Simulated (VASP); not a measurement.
Output of a VASP run:

**OUTCAR**
```
 ion  position               nearest neighbor table
   1  0.667  0.333  0.343-   7 2.27   7 2.27   7 2.27   3 2.63   3 2.63   3 2.63
   2  0.333  0.667  0.466-   7 2.29   8 2.32   8 2.32   8 2.32   3 2.62   3 2.62   3 2.62   5 2.72
                             5 2.72   5 2.72
   3  0.000  0.000  0.404-   8 2.30   7 2.32   7 2.32   7 2.32   2 2.62   2 2.62   2 2.62   1 2.63
                             1 2.63   1 2.63
   4  0.000  0.000  0.596-   8 2.30   9 2.32   9 2.32   9 2.32   5 2.62   5 2.62   5 2.62   6 2.63
                             6 2.63   6 2.63
   5  0.667  0.333  0.534-   9 2.29   8 2.32   8 2.32   8 2.32   4 2.62   4 2.62   4 2.62   2 2.72
                             2 2.72   2 2.72
   6  0.333  0.667  0.657-   9 2.27   9 2.27   9 2.27   4 2.63   4 2.63   4 2.63
   7  0.333  0.667  0.371-   1 2.27   1 2.27   1 2.27   2 2.29   3 2.32   3 2.32   3 2.32
   8  0.000  0.000  0.500-   3 2.30   4 2.30   2 2.32   5 2.32   5 2.32   2 2.32   5 2.32   2 2.32
  LATTYP: Found a hexagonal cell.
 ALAT       =     3.7569696113
 C/A-ratio  =     6.4071774511
 Subroutine PRICEL returns:
 Original cell was already a primitive cell.
 Subroutine GETGRP returns: Found 12 space group operations
The static configuration has the point symmetry D_3d.
The dynamic configuration has the point symmetry D_3d.
 Subroutine INISYM returns: Found 12 space group operations
 Subroutine IBZKPT returns following result:
 Found     12 irreducible k-points:

 Following reciprocal coordinates:
            Coordinates               Weight
  0.000000  0.000000  0.000000      1.000000
  0.111111  0.000000  0.000000      6.000000
  0.222222  0.000000  0.000000      6.000000
  0.333333  0.000000  0.000000      6.000000
  0.444444  0.000000  0.000000      6.000000
  0.111111  0.111111  0.000000      6.000000
  0.222222  0.111111  0.000000     12.000000
  0.333333  0.111111  0.000000     12.000000
  0.444444  0.111111  0.000000      6.000000
  0.222222  0.222222  0.000000      6.000000
  0.333333  0.222222  0.000000     12.000000
  0.333333  0.333333  0.000000      2.000000
   k-points           NKPTS =     12   k-points in BZ     NKDIM =     12   number of bands    NBANDS=     30
   number of dos      NEDOS =    301   number of ions     NIONS =      9
   total plane-waves  NPLWV =  38880
   dimension x,y,z NGX =    18 NGY =   18 NGZ =  120
   dimension x,y,z NGXF=    36 NGYF=   36 NGZF=  240
   ions per type =               6   3
   PREC   = normal    normal or accurate (medium, high low for compatibility)
   ISTART =      1    job   : 0-new  1-cont  2-samecut
   ICHARG =      0    charge: 1-file 2-atom 10-const
   ISPIN  =      1    spin polarized calculation?
   LNONCOLLINEAR =      F non collinear calculations
   LSORBIT =      F    spin-orbit coupling
   INIWAV =      1    electr: 0-lowe 1-rand  2-diag
   ENCUT  =  400.0 eV  29.40 Ry    5.42 a.u.   6.13  6.13 39.25*2*pi/ulx,y,z
   NELM   =    100;   NELMIN=  4; NELMDL=  0     # of ELM steps
   EDIFF  = 0.1E-05   stopping-criterion for ELM
   LREAL  =      F    real-space projection
   NLSPLINE    = F    spline interpolate recip. space projectors
   LMAXMIX     =    4 max onsite mixed and CHGCAR
   VOSKOWN=      0    Vosko Wilk Nusair interpolation
   EDIFFG = 0.1E-04   stopping-criterion for IOM
   NSW    =      0    number of steps for IOM
   NBLOCK =      1;   KBLOCK =      1    inner block; outer block
   IBRION =     -1    ionic relax: 0-MD 1-quasi-New 2-CG
   NFREE  =      0    steps in history (QN), initial steepest desc. (CG)
   ISIF   =      2    stress and relaxation
   ISYM   =      2    0-nonsym 1-usesym 2-fastsym
   TEIN   =    0.0    initial temperature
   TEBEG  =    0.0;   TEEND  =   0.0 temperature during run
   SMASS  =  -3.00    Nose mass-parameter (am)
   PSTRESS=    0.0 pullay stress
   NELECT =      51.0000    total number of electrons
   EFERMI =   0.00;   METHOD = LEGACY
   ISMEAR =     1;   SIGMA  =   0.10  broadening in eV -4-tet -1-fermi 0-gaus
   IALGO  =     38    algorithm
   LDIAG  =      T    sub-space diagonalisation (order eigenvalues)
   IMIX   =      4    mixing-type and parameters
     AMIX     =   0.40;   BMIX     =  1.00
     AMIX_MAG =   1.60;   BMIX_MAG =  1.00
     AMIN     =   0.10
   METAGGA = R2SCAN    functional components
...
```

File OSZICAR:
```
       N       E                     dE             d eps       ncg     rms          rms(c)
DAV:   1    -0.933551450383E+02   -0.93355E+02   -0.18419E-05   954   0.675E-02    0.140E-02
DAV:   2    -0.933551845672E+02   -0.39529E-04   -0.26000E-04  1116   0.338E-01    0.650E-02
DAV:   3    -0.933551390868E+02    0.45480E-04   -0.16269E-04  1102   0.273E-01    0.278E-03
DAV:   4    -0.933551418283E+02   -0.27415E-05   -0.59205E-06   686   0.206E-02    0.204E-03
DAV:   5    -0.933551431639E+02   -0.13356E-05   -0.79951E-07   440   0.117E-02    0.890E-04
DAV:   6    -0.933551435789E+02   -0.41495E-06   -0.22255E-07   396   0.524E-03
   1 F= -.93355144E+02 E0= -.93354354E+02  d E =-.236935E-02
```

OUTCAR:
```
------------------------ aborting loop because EDIFF is reached ----------------------------------------
  FORCE on cell =-STRESS in cart. coord.  units (eV):
  Direction    XX          YY          ZZ          XY          YZ          ZX
  --------------------------------------------------------------------------------------
  Total       -3.4516396     -3.4516397      0.1965818      0.0000000      0.0000000     -0.0000000
  in kB      -18.7942755    -18.7942760      1.0703936      0.0000000      0.0000000     -0.0000000
  external PRESSURE =     -12.1727193 kB  Pullay stress =       0.0000000 kB
  volume of cell :      294.25
      direct lattice vectors                 reciprocal lattice vectors
     3.756969611  0.000000000  0.000000000     0.266171969  0.153674456  0.000000000
    -1.878484806  3.253631170  0.000000000     0.000000000  0.307348912  0.000000000
     0.000000000  0.000000000 24.071570978     0.000000000  0.000000000  0.041542781
 POSITION                                       TOTAL-FORCE (eV/Angst)
 -----------------------------------------------------------------------------------
      1.87849      1.08454      8.25098        -0.000000      0.000000     -0.026643
     -0.00000      2.16909     11.21196         0.000000      0.000000     -0.005803
      0.00000      0.00000      9.73654         0.000000     -0.000000     -0.006128
      0.00000      0.00000     14.33504        -0.000000      0.000000      0.006128
      1.87849      1.08454     12.85961        -0.000000      0.000000      0.005803
     -0.00000      2.16909     15.82059         0.000000     -0.000000      0.026643
     -0.00000      2.16909      8.92272        -0.000000      0.000000     -0.023106
      0.00000      0.00000     12.03579         0.000000      0.000000      0.000000
      1.87849      1.08454     15.14885         0.000000     -0.000000      0.023106
 -----------------------------------------------------------------------------------
    total drift:                                0.000000     -0.000000      0.000000
  FREE ENERGIE OF THE ION-ELECTRON SYSTEM (eV)
  ---------------------------------------------------
  free  energy   TOTEN  =       -93.3551435789 eV

  energy  without entropy=      -93.3527742312  energy(sigma->0) =      -93.35435380

 total charge

# of ion       s       p       d       tot
------------------------------------------
    1        0.803   0.817   0.000   1.621
    2        0.713   0.883   0.000   1.596
    3        0.710   0.901   0.000   1.611
    4        0.710   0.901   0.000   1.611
    5        0.713   0.883   0.000   1.596
    6        0.803   0.817   0.000   1.621
    7        0.559   0.689   7.572   8.820
    8        0.563   0.782   7.585   8.930
    9        0.559   0.689   7.572   8.820
--------------------------------------------------
tot          6.135   7.362  22.728  36.225
```
(Selected blocks of OUTCAR.)

File POSCAR:
```
CoSi2(111) slab
1
    3.7569696113     0.0000000000     0.0000000000
   -1.8784848057     3.2536311696     0.0000000000
    0.0000000000     0.0000000000    24.0715709780
Si Co
6 3
Direct
  0.6666670000   0.3333330000   0.3427688147
  0.3333330000   0.6666670000   0.4657760830
  1.0000000000   0.0000000000   0.4044827584
  0.0000000000   0.0000000000   0.5955172416
  0.6666670000   0.3333330000   0.5342239170
  0.3333330000   0.6666670000   0.6572311853
  0.3333330000   0.6666670000   0.3706744678
  0.0000000000   0.0000000000   0.5000000000
  0.6666670000   0.3333330000   0.6293255322
```

Problem. Write an INCAR and KPOINTS that could have produced this output.

Solution. This is not unique; one that fits is the input of the run itself, r2SCAN meta-GGA, plane waves, VASP's PBE PAW potentials (set 64).

KPOINTS:
```
Automatic mesh
0
Gamma
9 9 1
0 0 0
```

INCAR:
```
SYSTEM = CoSi2(111) slab
PREC = Normal
ENCUT = 400
EDIFF = 1E-6
NELM = 100
ALGO = Normal
LREAL = .FALSE.
LASPH = .TRUE.
ISMEAR = 1
SIGMA = 0.1
METAGGA = R2SCAN
LMIXTAU = .TRUE.
LMAXMIX = 4
LWAVE = .FALSE.
LCHARG = .FALSE.
NELMIN = 4
LDIPOL = .TRUE.
IDIPOL = 3
DIPOL = 0.5 0.5 0.5
LVHAR = .TRUE.
LORBIT = 11
```

POTCAR, in this order: Si Co (PBE.64 set). Program: vasp_std. Read from the step before: WAVECAR.

The cell is a thin slab with vacuum, built from CoSi2 (fluorite): (111) face. The run is not spin-polarised, so no magnetic state was tried.
